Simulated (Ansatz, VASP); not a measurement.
# Ge2H3 (H-capped Ge nanowire along [112]): VASP beside Ansatz

One calculation is typed for both programs; each brings its own data sets. How far apart do they land? The cell is taken from a series of runs on this material, whose earlier steps may have relaxed, scaled, displaced or heated it; both programs get it as it stands.

Main program and level: Ansatz 0.2.0; plane waves, with VASP 6.6.1 beside it; single point at PBE.

## 1. The structure

The cell holds 40 atoms: 16 Ge and 24 H. Its edges and angles: a = 16.499 Å, b = 19.143 Å, c = 13.859 Å, α = 90.0°, β = 90.0°, γ = 90.0°. It derives from Ge (diamond-structure). As first built, before any earlier steps moved the atoms (in the runner's words): diamond section of size parameter 3.53 A cut from diamond-structure Ge (a = 5.658 A) along [112], 2 periods, broken bonds capped with H. Vacuum lies along a and b. The structure's axis is c.

## 2. Ansatz: single point, PBE

Ansatz runs on its default PAW (the set named soft_2) files.

With cell and atoms fixed, the geometry can't cause a difference; cores, projectors, grids and the points listed under the comparison can.

input.yaml reads:

```yaml
crystal:
  lattice:
    - [16.49888, 0.0, 0.0]
    - [0.0, 19.14331, 0.0]
    - [0.0, 0.0, 13.85921]
  atoms:
    - { symbol: Ge, position: [0.43979, 0.39104, 0.00281] }
    - { symbol: Ge, position: [0.43811, 0.43659, 0.16699] }
    - { symbol: Ge, position: [0.43823, 0.5634, 0.16744] }
    - { symbol: Ge, position: [0.4401, 0.60524, 0.33326] }
    - { symbol: Ge, position: [0.5609, 0.3928, 0.25082] }
    - { symbol: Ge, position: [0.56194, 0.43566, 0.41624] }
    - { symbol: Ge, position: [0.56164, 0.56295, 0.41756] }
    - { symbol: Ge, position: [0.56222, 0.60748, 0.08353] }
    - { symbol: Ge, position: [0.43766, 0.39508, 0.49987] }
    - { symbol: Ge, position: [0.43887, 0.4369, 0.66787] }
    - { symbol: Ge, position: [0.43945, 0.56437, 0.66808] }
    - { symbol: Ge, position: [0.44141, 0.60704, 0.83384] }
    - { symbol: Ge, position: [0.55972, 0.39226, 0.74947] }
    - { symbol: Ge, position: [0.56033, 0.43688, 0.91559] }
    - { symbol: Ge, position: [0.5619, 0.56427, 0.91483] }
    - { symbol: Ge, position: [0.56072, 0.60751, 0.58376] }
    - { symbol: H, position: [0.36052, 0.42083, 0.94705] }
    - { symbol: H, position: [0.4411, 0.31248, 0.00217] }
    - { symbol: H, position: [0.36526, 0.40973, 0.21789] }
    - { symbol: H, position: [0.36665, 0.58931, 0.11385] }
    - { symbol: H, position: [0.36285, 0.57963, 0.38417] }
    - { symbol: H, position: [0.43906, 0.68683, 0.3342] }
    - { symbol: H, position: [0.55906, 0.31283, 0.25134] }
    - { symbol: H, position: [0.63332, 0.42015, 0.19768] }
    - { symbol: H, position: [0.63596, 0.40994, 0.46965] }
    - { symbol: H, position: [0.63471, 0.59045, 0.36712] }
    - { symbol: H, position: [0.63541, 0.58014, 0.13844] }
    - { symbol: H, position: [0.56109, 0.68404, 0.08193] }
    - { symbol: H, position: [0.44038, 0.31378, 0.49904] }
    - { symbol: H, position: [0.36371, 0.42129, 0.4477] }
    - { symbol: H, position: [0.36408, 0.40905, 0.72036] }
    - { symbol: H, position: [0.36371, 0.59218, 0.61649] }
    - { symbol: H, position: [0.43969, 0.68846, 0.8317] }
    - { symbol: H, position: [0.36457, 0.57851, 0.88548] }
    - { symbol: H, position: [0.63754, 0.41756, 0.69897] }
    - { symbol: H, position: [0.56052, 0.31301, 0.75142] }
    - { symbol: H, position: [0.63712, 0.40937, 0.96511] }
    - { symbol: H, position: [0.63512, 0.59079, 0.86377] }
    - { symbol: H, position: [0.56072, 0.68659, 0.5808] }
    - { symbol: H, position: [0.63712, 0.58066, 0.63571] }
kpoints:
  mp_grid: { grid: [1, 1, 1] }
hamiltonian:
  xc: pbe
scf:
  occupations: { method: fixed }
output:
  forces: true
  populations: intrinsic
  dos:
    method: { smearing: { sigma: 0.15 } }
    de: 0.1
    projected:
      site_lists:
        Ge: [Ge]
        H: [H]
        wire: [0, 1, 2, 3, 4, 5, 6, 7, 8, 9, 10, 11, 12, 13, 14, 15]
        hydrogen: [16, 17, 18, 19, 20, 21, 22, 23, 24, 25, 26, 27, 28, 29, 30, 31, 32, 33, 34, 35, 36, 37, 38, 39]
  eigenvalues: true
  write_density: true
  write_potential: true
  volumetric_format: npy
```

On the command line:

```
ansatz run input.yaml --threads 4 --pin off --max-ram 8192MiB --backend cpu --events-out ev --progress --plain --runs-dir out
```

Numbers of over 12 decimals in the logs are rounded to 6 here.

What it wrote:

```text
Engine: ansatz 0.2.0, aarch64-unknown-linux-gnu
Pseudopotentials: kind: paw
Pseudopotential: Ge, paw, valence charge 14, recommended cutoff 420 eV (normal), Ge.paw.azcp
Pseudopotential: H, paw, valence charge 1, recommended cutoff 420 eV (normal), H.paw.azcp
Functional definition: PBE
  parameter kappa = 0.804
  parameter beta = 0.066725
  exchange = pbe_x(kappa = kappa, mu = beta*pi^2/3)
  correlation = pbe_c(beta = beta)
Crystal: 40 atoms, lattice volume = 4377.337 Å³
Basis set: ecut = 420 eV, 85535 PW (Γ), exchange–correlation on 240×256×192 points (8 copies of the dense FFT grid, shifted against one another)
Bands: 164, of which v1, the nominal top of the filled ones, is band 124 counted from 1 (123 counted from 0)
Symmetry: 1 space group operations
Space group: P1 (ITA 1), of the structure as read, at distance tolerance 1.6e-4 Å
k-points: 1
Non-local potential: Ge, projectors of the file, l = 0: 2, l = 1: 2, l = 2: 3, l = 3: 1
Non-local potential: H, projectors of the file, l = 0: 2, l = 1: 1
PAW form: soft (Blöchl's): semilocal exchange-correlation on the pseudo side does not see the compensation charge
PAW one-centre angular grid: Ge, 590 points (default); XC on 64 Gauss nodes
PAW one-centre angular grid: H, 110 points (default); XC on 64 Gauss nodes
Initial density: superposition of atomic densities (neutral atoms: chi_scale 0, normalization atom), corrected by the library's trained network
Initial wavefunctions: pseudopotential atomic-orbital guess
Functional: x = pbe(κ = 0.804, μ = 0.219515), c = pbe(β = 0.066725)
SCF iter   1: F=—  HF=-69095.386635 eV  |F-HF|=—  |Δ(HF+E_count)|=         —  Δρ=7.01e-4  dr2=3.09e-2  ethr=1.77e-3  ⟨swp⟩=5.0  Hψ=526  notcnv=0  defer=35
preconditioner: auto → Resta (q_TF=auto, 1.691 Å⁻¹)  ε∞=1.3  [insulator: Δε(μ)=3.862 eV  Ē_g=9.372 eV  n_scr=352 (ndim 8)  ℏωp=5.3 eV  f_vac=0.822  ε∞_Penn≈1.3  vacuum switching on, ρ_ref=6.4e-3 e/Å³]
SCF iter   2: F=—  HF=-69095.395115 eV  |F-HF|=—  |Δ(HF+E_count)|=   8.48e-3  Δρ=3.07e-4  dr2=5.86e-3  ethr=1.25e-5  ⟨swp⟩=3.0  Hψ=231  notcnv=0  defer=38
SCF iter   3: F=—  HF=-69095.405076 eV  |F-HF|=—  |Δ(HF+E_count)|=   9.96e-3  Δρ=7.67e-5  dr2=5.79e-4  ethr=2.36e-6  ⟨swp⟩=3.0  Hψ=176  notcnv=0  defer=38
SCF iter   4: F=—  HF=-69095.405357 eV  |F-HF|=—  |Δ(HF+E_count)|=   2.81e-4  Δρ=2.67e-5  dr2=8.75e-5  ethr=2.33e-7  ⟨swp⟩=3.0  Hψ=244  notcnv=0  defer=38
SCF iter   5: F=—  HF=-69095.405530 eV  |F-HF|=—  |Δ(HF+E_count)|=   1.73e-4  Δρ=8.21e-6  dr2=5.04e-6  ethr=3.53e-8  ⟨swp⟩=2.0  Hψ=170  notcnv=0  defer=37
SCF iter   6: F=—  HF=-69095.405539 eV  |F-HF|=—  |Δ(HF+E_count)|=   9.42e-6  Δρ=3.05e-6  dr2=6.82e-7  ethr=2.03e-9  ⟨swp⟩=2.0  Hψ=253  notcnv=0  defer=37
SCF iter   7: F=-69095.405543 eV  HF=-69095.405542 eV  |F-HF|=9.79e-7  |Δ(HF+E_count)|=   3.13e-6  Δρ=1.06e-6  dr2=7.32e-8  ethr=4.03e-11  ⟨swp⟩=27.0  Hψ=1608  notcnv=0
SCF 1 converged in 7 iterations: F = -69095.405543 eV  dr2 = 7.32e-8
  greatest PAW one-centre occupation: 0.998 electrons in one spin orbital (limit 2), on the Ge atom at site 7 (counted from 0), in its partial waves of l = 2
WARN: The output density's exchange-correlation potential varies sharply where the density is thin. Do not read a vacuum level from v_tot or v_xc, or from such a field of the output density. On a cell that repeats whose density bears no net charge and no dipole along the vacuum's axis use v_es (v_loc + v_h of the components); under efield.dipole_correction with no amplitude use v_es + v_field, which holds any externa [...]
SCF converged after 7 iterations
Free energy (F): -69095.405543 eV
Harris-Foulkes:  -69095.405542 eV  (|F-HF|=9.79e-7)
Internal energy: -69095.405543 eV  (E = F + TS)
E sigma→0 (E₀):  -69095.405543 eV
Fermi energy:    -4.631410 eV
--- Per-component energies (eV) ---
  E_band       = -5157.725816
  E_kinetic    = 2095.450592
  E_local      = -141139.039356  (includes V_loc(G=0)·N_el)
  E_nonlocal   = 6754.344739
  E_hartree    = 66743.990940
  E_xc         = -1413.031503
  E_vxc        = -1296.114900  (∫ρ·V_xc dr)
  E_paw        = -32351.163789  (= ΣΔE_a)
  E_vpaw       = -5060.352947  (= ΣTr[D̂ρ^β])
  E_aug_tail   = -0.025750  (compensation charges beyond the density's cutoff)
  E_ewald      = 30214.068584
  E_smearing   = -0.000000  (= −TS)
  E_closure    = -0.000000  (closes the sum)
  Σ components = -69095.405543   (vs F -69095.405543, Δ=0.00e0)
--- Forces (eV/Å), atoms counted from 1 ---
  atom   1  Ge    -0.38920323     1.34194132    -0.60286191
  atom   2  Ge     1.20164921     0.08711663    -0.33506614
  atom   3  Ge     1.39278079    -0.12777233     0.27160957
  atom   4  Ge     0.23068662     0.26222001     0.01509684
  atom   5  Ge    -1.00909800     0.13161101     0.24283248
  atom   6  Ge    -0.84397580     0.15815488    -0.13801647
  atom   7  Ge    -0.97564244    -0.21166960     0.51372282
  atom   8  Ge    -0.78860877    -1.60073938    -0.26064896
  atom   9  Ge     0.98416432    -0.27322986     0.37692410
  atom  10  Ge     0.38326668    -0.05114644    -0.41501683
  atom  11  Ge     0.39330655     0.03959436     0.08699882
  atom  12  Ge    -0.14879839     0.11320989    -0.06806716
  atom  13  Ge    -0.14745275     0.53153887     0.19138743
  atom  14  Ge    -0.47131550    -0.19776427    -0.11296049
  atom  15  Ge    -0.79650760    -0.23737006     0.92258428
  atom  16  Ge    -0.30168500    -0.65581111    -0.16642222
  atom  17  H      0.74635457    -0.47174800     0.41339077
  atom  18  H     -0.08090932    -0.68700780    -0.06637190
  atom  19  H     -0.91861664    -0.37286472     0.56678829
  atom  20  H     -0.99988414     0.41930538    -0.57665986
  atom  21  H     -0.10254456    -0.02803694     0.13819252
  atom  22  H     -0.02052099    -0.20316960     0.01483190
  atom  23  H      0.09353440    -0.22396655    -0.06437024
  atom  24  H      0.67812178     0.15389423    -0.40700612
[...]
atom  33  H     -0.04891746    -0.18475518     0.09726228
  atom  34  H      0.10994848     0.14728733     0.00967164
  atom  35  H      0.03918951     0.01233979    -0.10757968
  atom  36  H     -0.00939122    -0.46770360    -0.04790323
  atom  37  H      0.23397000    -0.06566527     0.18934558
  atom  38  H      0.84727509     0.32181152    -0.53611415
  atom  39  H      0.05021424     0.51131885     0.06581724
  atom  40  H      0.07256554     0.04741587     0.08823159
  max |Σ_I F_I| component: 7.88e-5 eV/Å
--- Band table (eV) ---
  k-point 0: bands = [... 120 lower, -5.2604, -5.2020, -5.1719, -4.6314, -0.7716, -0.7209, -0.4911, -0.4580, ... 36 higher]
--- intrinsic populations: 40 sites ---
  site symbol       q [e]
     0     Ge     13.8879
     1     Ge     13.9664
     2     Ge     13.9638
     3     Ge     13.8946
     4     Ge     13.8864
     5     Ge     13.9672
     6     Ge     13.9670
     7     Ge     13.8839
     8     Ge     13.8898
     9     Ge     13.9668
    10     Ge     13.9676
    11     Ge     13.8906
    12     Ge     13.8873
    13     Ge     13.9721
    14     Ge     13.9634
    15     Ge     13.8868
    16      H      1.0581
    17      H      1.0451
    18      H      1.0439
    19      H      1.0425
    20      H      1.0546
    21      H      1.0509
    22      H      1.0479
    23      H      1.0522
[...]
32      H      1.0487
    33      H      1.0524
    34      H      1.0534
    35      H      1.0475
    36      H      1.0460
    37      H      1.0420
    38      H      1.0468
    39      H      1.0530
  spilling = -0.000000 (of n_electrons = 248.000000)
```

Reading the cycles: dr2 is the Hartree energy of the density residual (eV), the measure of convergence; HF is the Harris–Foulkes estimate of the energy, which meets the free energy F at convergence.

## 3. VASP: single point, PBE

The same cell, functional and mesh now go to VASP, with its own data sets.

Lines of VASP's logs that name or quote its potential files are left out, and so is its time.

INCAR reads:

```
SYSTEM = Ge2H3
PREC = Accurate
ENCUT = 410
EDIFF = 1E-06
NELM = 120
ISMEAR = 0
SIGMA = 0.01
LREAL = Auto
ALGO = Normal
GGA = PE
NBANDS = 152
LORBIT = 11
LWAVE = .FALSE.
LCHARG = .FALSE.
ISIF = 2
LASPH = .TRUE.
GGA_COMPAT = .FALSE.
EFERMI = MIDGAP
```

POSCAR reads:

```
Ge2H3
1.0
   16.4988800000      0.0000000000      0.0000000000
    0.0000000000     19.1433100000      0.0000000000
    0.0000000000      0.0000000000     13.8592100000
Ge H
16 24
Direct
    0.4397900000      0.3910400000      0.0028100000
    0.4381100000      0.4365900000      0.1669900000
    0.4382300000      0.5634000000      0.1674400000
    0.4401000000      0.6052400000      0.3332600000
    0.5609000000      0.3928000000      0.2508200000
    0.5619400000      0.4356600000      0.4162400000
    0.5616400000      0.5629500000      0.4175600000
    0.5622200000      0.6074800000      0.0835300000
    0.4376600000      0.3950800000      0.4998700000
    0.4388700000      0.4369000000      0.6678700000
    0.4394500000      0.5643700000      0.6680800000
    0.4414100000      0.6070400000      0.8338400000
    0.5597200000      0.3922600000      0.7494700000
    0.5603300000      0.4368800000      0.9155900000
    0.5619000000      0.5642700000      0.9148300000
    0.5607200000      0.6075100000      0.5837600000
    0.3605200000      0.4208300000      0.9470500000
    0.4411000000      0.3124800000      0.0021700000
    0.3652600000      0.4097300000      0.2178900000
    0.3666500000      0.5893100000      0.1138500000
    0.3628500000      0.5796300000      0.3841700000
    0.4390600000      0.6868300000      0.3342000000
    0.5590600000      0.3128300000      0.2513400000
    0.6333200000      0.4201500000      0.1976800000
    0.6359600000      0.4099400000      0.4696500000
    0.6347100000      0.5904500000      0.3671200000
    0.6354100000      0.5801400000      0.1384400000
    0.5610900000      0.6840400000      0.0819300000
    0.4403800000      0.3137800000      0.4990400000
    0.3637100000      0.4212900000      0.4477000000
    0.3640800000      0.4090500000      0.7203600000
    0.3637100000      0.5921800000      0.6164900000
    0.4396900000      0.6884600000      0.8317000000
    0.3645700000      0.5785100000      0.8854800000
    0.6375400000      0.4175600000      0.6989700000
    0.5605200000      0.3130100000      0.7514200000
    0.6371200000      0.4093700000      0.9651100000
    0.6351200000      0.5907900000      0.8637700000
    0.5607200000      0.6865900000      0.5808000000
    0.6371200000      0.5806600000      0.6357100000
```

KPOINTS reads:

```
Automatic mesh
0
Gamma
1 1 1
0 0 0
```

The projector-augmented-wave data sets are Ge_d and H (PBE family, release 64).

On the command line:

```
mpirun -np 4 vasp_gam
```

What it wrote:

```text
[banner, memory and clock lines left out]
running    4 mpi-ranks, on    1 nodes
[...]
LDA part: xc-table for (Slater+PW92), standard interpolation
 POSCAR, INCAR and KPOINTS ok, starting setup
[...]
entering main loop
       N       E                     dE             d eps       ncg     rms          rms(c)
DAV:   1     0.178558545024E+04    0.17856E+04   -0.11143E+05   384   0.138E+03
DAV:   2     0.948451555998E+02   -0.16907E+04   -0.16634E+04   440   0.299E+02
DAV:   3    -0.142841932035E+03   -0.23769E+03   -0.23714E+03   424   0.148E+02
DAV:   4    -0.155143234085E+03   -0.12301E+02   -0.12258E+02   352   0.420E+01
[...]
DAV:  26    -0.148322576868E+03   -0.39611E-05   -0.22225E-07   208   0.358E-03    0.176E-04
DAV:  27    -0.148322578143E+03   -0.12751E-05   -0.10949E-07   232   0.292E-03    0.159E-04
DAV:  28    -0.148322578844E+03   -0.70105E-06   -0.36238E-08   224   0.246E-03
   1 F= -.14832258E+03 E0= -.14832258E+03  d E =0.000000E+00
```

Parts of OUTCAR (step 3):

```text
  Total        1.2067758      3.1107524      1.0343596      0.3434557     -0.3309819     -0.4419526
  in kB        0.4416998      1.1385866      0.3785926      0.1257104     -0.1211448     -0.1617619
  external PRESSURE =       0.6529597 kB  Pullay stress =       0.0000000 kB

 POSITION                                       TOTAL-FORCE (eV/Angst)
 -----------------------------------------------------------------------------------
      7.25604      7.48580      0.03894        -0.398422      1.320843     -0.608422
      7.22832      8.35778      2.31435         1.174677      0.077014     -0.320471
      7.23030     10.78534      2.32059         1.365064     -0.118069      0.257111
      7.26116     11.58630      4.61872         0.212680      0.272701      0.023803
      9.25422      7.51949      3.47617        -0.984847      0.119945      0.233031
      9.27138      8.33997      5.76876        -0.821724      0.150791     -0.126942
      9.26643     10.77673      5.78705        -0.950232     -0.201291      0.501229
      9.27600     11.62918      1.15766        -0.768375     -1.570567     -0.249102
      7.22090      7.56314      6.92780         0.961482     -0.283702      0.363056
      7.24086      8.36371      9.25615         0.364574     -0.059443     -0.400632
      7.25043     10.80391      9.25906         0.375803      0.045087      0.081531
      7.28277     11.62075     11.55636        -0.163304      0.124186     -0.059554
      9.23475      7.50915     10.38706        -0.130811      0.513914      0.179931
      9.24482      8.36333     12.68935        -0.452881     -0.205262     -0.108632
[...]
-----------------------------------------------------------------------------------
    total drift:                                0.000568     -0.001042      0.007267

  FREE ENERGIE OF THE ION-ELECTRON SYSTEM (eV)
  ---------------------------------------------------
  free  energy   TOTEN  =      -148.3225788442 eV

  energy  without entropy=     -148.3225788442  energy(sigma->0) =     -148.32257884

[... 3 further parts left out ...]
[key lines of the parts left out:]
E-fermi :  -3.0080
```

## 4. Comparison

Known differences besides the potentials themselves: fixed occupations in Ansatz, narrow Gaussian smearing in VASP; the cutoff is 420 eV in Ansatz and 410 eV in VASP (PREC = Accurate, projectors in real space). Total energies have different zeros and are not compared.

Both answers:

```
              quantity  Ansatz   VASP  difference
gap on the k mesh (eV)   3.860  3.865      -0.005
```

Forces on 7 of the 40 atoms, those with the largest forces and the largest differences (eV/Å; atoms numbered as in POSCAR):

```
atom          Ansatz x, y, z            VASP x, y, z
 Ge1   -0.389, 1.342, -0.603   -0.398, 1.321, -0.608
 Ge2    1.202, 0.087, -0.335    1.175, 0.077, -0.320
 Ge3    1.393, -0.128, 0.272    1.365, -0.118, 0.257
 Ge8  -0.789, -1.601, -0.261  -0.768, -1.571, -0.249
Ge15   -0.797, -0.237, 0.923   -0.773, -0.227, 0.905
 H20   -1.000, 0.419, -0.577   -0.972, 0.407, -0.559
 H28     0.055, 1.451, 0.063     0.055, 1.410, 0.064
```

The forces differ by 16 meV/Å r.m.s., which is 3.4 % of the r.m.s. force of 0.472 eV/Å (both taken over all components). A gap on the mesh is an upper bound, since the band edges may lie between its points. With vacuum in the cell, a pressure given here is an average over mostly empty space and none of the material.

## 5. Outcome

| Item | Value |
| --- | --- |
| r.m.s. force difference (single point, PBE) | 3.4 % of the r.m.s. force |

The r.m.s. force difference is 3.4 % of the r.m.s. force (single point, PBE), beyond the 3 % picked in this series as the mark of a large difference. What causes the difference of the single point, PBE pair stays open here. How closely two codes agree says nothing of how well the functional describes the real material.

[Lines on the potential files, build, host, timing and source positions are cut from VASP's logs without a mark.]

[Logs are printed without paths, hosts, clocks, repeated set-up lines and the standing remarks that a program may print on its own settings, such as how far it seeks lower states.]

[Hosts, paths, dates, database ids (printed as entryN), source tags and the programs' standing remarks are cut or masked in the printed files.]
